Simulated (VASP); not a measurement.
## YZnGa (space group P6_3/mmc): computed properties

Level of theory: PBEsol GGA, VASP's PBE PAW potentials (set 64) (plane waves; VASP).

```json
{
 "space_group": "P6_3/mmc (194)",
 "cell": "a = b = 4.3415 Å, c = 7.1196 Å, α = β = 90.00°, γ = 120.00°",
 "volume_per_atom": "19.37 Å³/atom",
 "band gap (over mesh and band path)": "none (metal, semimetal or under 0.01 eV)",
 "band_gap_with_spin_orbit_coupling": "none (metallic)",
 "density": "6.40 g/cm³"
}
```

```
GaYZn
1.0
    4.34154     0.00000     0.00000
   -2.17077     3.75989     0.00000
    0.00000     0.00000     7.11957
Y Zn Ga
2 2 2
Cartesian
  0.00000   0.00000   0.00000
  0.00000   0.00000   3.55979
  2.17077   1.25329   1.77989
  0.00000   2.50659   5.33968
  2.17077   1.25329   5.33968
  0.00000   2.50659   1.77989
```

The structure comes from a computed database's YZnGa entry (P6_3/mmc); how it stands against other phases isn't given here. It was relaxed first. Symmetry was kept, so distortions that lower it aren't found.
